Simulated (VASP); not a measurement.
VASP input:

POSCAR:
```
Ho
1
    3.6309180000     0.0000000000     0.0000000000
   -1.8154590000     3.1444670000     0.0000000000
    0.0000000000     0.0000000000    11.6825020000
Ho
4
Direct
  0.0000000000   0.0000000000   0.0000000000
  0.0000000000   0.0000000000   0.5000000000
  0.3333330000   0.6666670000   0.2500000000
  0.6666670000   0.3333330000   0.7500000000
```

### INCAR
```
SYSTEM=Ho
PREC=Accurate; ENCUT=300; LREAL=.FALSE.
LASPH=.TRUE.
EDIFF=1E-6; NELM=100; ALGO=Normal
LMAXMIX=6
ISMEAR=0; SIGMA=0.2
GGA=PE
MAGMOM=4.0 4.0 4.0 4.0
ISPIN=2
ISIF=2
LWAVE=.FALSE.; LCHARG=.FALSE.; LORBIT=11
```

### KPOINTS
```
Automatic mesh
0
Gamma
8 8 3
0.5 0.5 0.5
```

POTCAR, in this order: Ho (PBE.64 set). Program: vasp_std.

**Question.** Write an equivalent input for Ansatz.

**Answer.** One equivalent input (not run):
Ansatz 0.2 input:
```yaml
crystal:
  lattice:
    - [3.6309180, 0.0000000, 0.0000000]
    - [-1.8154590, 3.1444670, 0.0000000]
    - [0.0000000, 0.0000000, 11.6825020]
  atoms:
    - { symbol: Ho, position: [0.0000000, 0.0000000, 0.0000000], spin: 4 }
    - { symbol: Ho, position: [0.0000000, 0.0000000, 0.5000000], spin: 4 }
    - { symbol: Ho, position: [0.3333330, 0.6666670, 0.2500000], spin: 4 }
    - { symbol: Ho, position: [0.6666670, 0.3333330, 0.7500000], spin: 4 }
kpoints:
  mp_grid: { grid: [8, 8, 3], shift: [0.5, 0.5, 0.5] }
hamiltonian:
  xc: pbe
  pseudopotentials: { kind: paw }
magnetization: { spin_polarized: true }
scf:
  occupations: { method: gaussian, width: 0.2 }
  max_iter: 100
output: { forces: true, stress: true, eigenvalues: true }
```
What does not carry over: each code has its own PAW files, so the cut-off isn't converted (ENCUT is set for VASP's; basis.ecutwfc is left out, and Ansatz then takes the one that its files recommend); Ansatz stops its SCF on the density residual and VASP on the energy change (EDIFF).

The structure was generated: Ho was put into an ordered model structure, which need not be its known phase. The cell was not relaxed at this level.
